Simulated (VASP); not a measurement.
An input for Quantum ESPRESSO's pw.x (written as the equivalent of a VASP run, and not itself run):

```
&CONTROL
  calculation = 'scf'
  pseudo_dir = './pseudo'
  outdir = './out'
  tprnfor = .true.
  tstress = .true.
/
&SYSTEM
  ibrav = 0
  nat = 5
  ntyp = 3
  ecutwfc = 72
  occupations = 'smearing'
  smearing = 'gaussian'
  degauss = 0.003675
  input_dft = 'pbe'
/
&ELECTRONS
  conv_thr = 7.3e-09
  electron_maxstep = 100
/
ATOMIC_SPECIES
  Cs 132.905 Cs.upf
  Sn 118.710 Sn.upf
  I 126.904 I.upf
CELL_PARAMETERS angstrom
     6.1778226    0.0000000    0.0000000
     0.0000000    6.1778226    0.0000000
     0.0000000    0.0000000    6.1778226
ATOMIC_POSITIONS crystal
  Cs   0.0000000  0.0000000  0.0000000
  Sn   0.5000000  0.5000000  0.5000000
  I    0.5000000  0.0000000  0.5000000
  I    0.0000000  0.5000000  0.5000000
  I    0.5000000  0.5000000  0.0000000
K_POINTS automatic
  4 4 4 0 0 0
```

Q: Translate this input to VASP (INCAR, KPOINTS, POSCAR, choice of POTCAR).

A: This is not unique; one that fits is 
### KPOINTS
```
K-points
0
gamma
  4 4 4
```

### INCAR
```
SYSTEM = CsSnI3
PREC = Accurate; ENCUT = 520; LREAL = .FALSE.
LASPH = .TRUE.
EDIFF = 1E-7; NELM = 100; ALGO = Normal
LMAXMIX = 4
ISMEAR = 0; SIGMA = 0.05
GGA = PE
ISIF = 2
LWAVE = .FALSE.; LCHARG = .FALSE.
```

**POSCAR**
```
CsSnI3
1.0
  6.1778226163   0.0000000000   0.0000000000
  0.0000000000   6.1778226163   0.0000000000
  0.0000000000   0.0000000000   6.1778226163
Cs Sn I
1 1 3
Direct
  0.0000000000   0.0000000000   0.0000000000
  0.5000000000   0.5000000000   0.5000000000
  0.5000000000   0.0000000000   0.5000000000
  0.0000000000   0.5000000000   0.5000000000
  0.5000000000   0.5000000000   0.0000000000
```

POTCAR, in this order: Cs_sv Sn_d I (PBE.64 set). Program: vasp_std.

What does not carry over: the potentials are each code's own (VASP's PAW set, PseudoDojo norm-conserving files in pw.x), so ENCUT and ecutwfc are chosen apart and not converted; conv_thr bounds pw.x's estimated SCF error, while EDIFF bounds the energy change between steps.

The compound is CsSnI3 in the cubic perovskite structure, the ideal cubic form; the compound distorts at low or room temperature. This cell is one point of a volume scan, at 0.97 of the reference volume.
